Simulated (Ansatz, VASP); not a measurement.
## Two plane-wave programs on BeRh4W

```
CELL_PARAMETERS angstrom
0.00000 3.53946 3.53946
3.53946 0.00000 3.53946
3.53946 3.53946 0.00000
ATOMIC_POSITIONS crystal
Be 0.00000 0.00000 0.00000
Rh 0.87677 0.37441 0.37441
Rh 0.37441 0.37441 0.37441
Rh 0.37441 0.87677 0.37441
Rh 0.37441 0.37441 0.87677
W 0.75000 0.75000 0.75000
```

Alike in both runs: functional PBE; k mesh 10 × 10 × 10; occupations gaussian, width 0.1 eV; no spin polarisation.

Ansatz relaxed the structure, and its values are those at the end. VASP's run is a single point on that final structure, the one shown.

```csv
,VASP,Ansatz
version,VASP 6.6.1,Ansatz 0.2.0
potentials or method,"VASP PAW PBE potentials, release 64 (Be, Rh_pv, W_sv)","scalar-relativistic, plane waves, PAW"
plane-wave cutoff (eV),520,420
valence electrons in the cell,76,84
```

|  | VASP | Ansatz | Ansatz less VASP |
| --- | --- | --- | --- |
| gap on the k mesh at the Fermi level (eV) | none | none | - |
| pressure (GPa) | 0.1 | 0.0 | -0.09 |

A gap of «none» marks a metal or a gap that the smearing closes. The two sets of potentials don't hold the same shells in valence.

Spin-orbit coupling is left out, which matters for the levels of W.
